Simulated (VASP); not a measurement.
AgBr (rock salt), at 0.96 of the tabulated volume:

```
AgBr
1.0
    0.00000     2.84601     2.84601
    2.84601     0.00000     2.84601
    2.84601     2.84601     0.00000
Ag Br
1 1
Direct
  0.00000   0.00000   0.00000
  0.50000   0.50000   0.50000
```

The lowest empty band near Γ, direction [110], from PBE with spin-orbit coupling in VASP (PAW); its two spin partners are averaged. The gap over the points computed is 0.58 eV, and the next band on that side lies 9.21 eV away at the edge.

Numerical set-up: 400 eV cut-off, 9×9×9 Γ-centred mesh, Gaussian smearing of 0.050 eV, potentials Ag Br.

| distance from the edge in k (1/Å) | distance in energy (meV) |
|---|---|
| 0.018 | 6.5 |
| 0.025 | 12.5 |
| 0.035 | 24.5 |
| 0.050 | 49.6 |
| 0.070 | 95.8 |

Fit E(1 + αE) = ħ²k²/2m* (ħ²/2m0 = 3.810 eV Å²) and predict the row at 0.095 1/Å.

Least squares on the energies gives the electron mass m* = 0.189 m0 and α = 0.32 per eV, and so 172.4 meV. The run gave 172.4 meV, +0.0 meV from the fit.

Left out are points under 3 meV from the edge, since the levels carry 0.1 meV, and points farther than half the way to the next band.

The compound is AgBr in the rock salt structure. The cell was not relaxed at this level.
